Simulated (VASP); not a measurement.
Sc3SiSn, 5 atoms in the cell. The typed cell holds 5 atoms: a = 4.668 Å, b = 4.568 Å, c = 4.782 Å, α = 91.08°, β = 89.80°, γ = 90.10°. The cell was built by a generator and needn't be a form met in nature.

```yaml
Program: VASP 6.6.1
Task: single point
Functional: r2SCAN
Potentials_or_basis: VASP PAW PBE potentials, release 64 (Sc_sv, Sn_d, Si)
Cutoff: 520 eV
k_mesh: 4 × 4 × 4, shifted
Occupations: methfessel-paxton, width 0.0418 eV
Spin: no spin polarisation
Dipole_correction: no
Further_INCAR_settings: ALGO = Normal; EDIFF = 1e-06; NBANDS = 34
```

Potentials or basis: VASP PAW PBE potentials, release 64 (Sc_sv, Sn_d, Si).

The run is started by

```sh
$ cat potpaw_PBE.64/Sc_sv/POTCAR potpaw_PBE.64/Sn_d/POTCAR potpaw_PBE.64/Si/POTCAR > POTCAR
$ cp INCAR.step1 INCAR
$ mpirun -np 1 vasp_std > vasp.out
$ cp INCAR.step2 INCAR
$ mpirun -np 1 vasp_std > vasp.out
```

Hardware: 1 thread of Intel(R) Xeon(R) Platinum 8488C (Sapphire Rapids), with other jobs on the host.

Task: How long does it take, and how much memory?

Result: Run time: 3.6 min on 1 thread of Intel(R) Xeon(R) Platinum 8488C (Sapphire Rapids), with other jobs on the host, peak memory 0.27 GiB. Counts: scf iterations 11, k points 32.
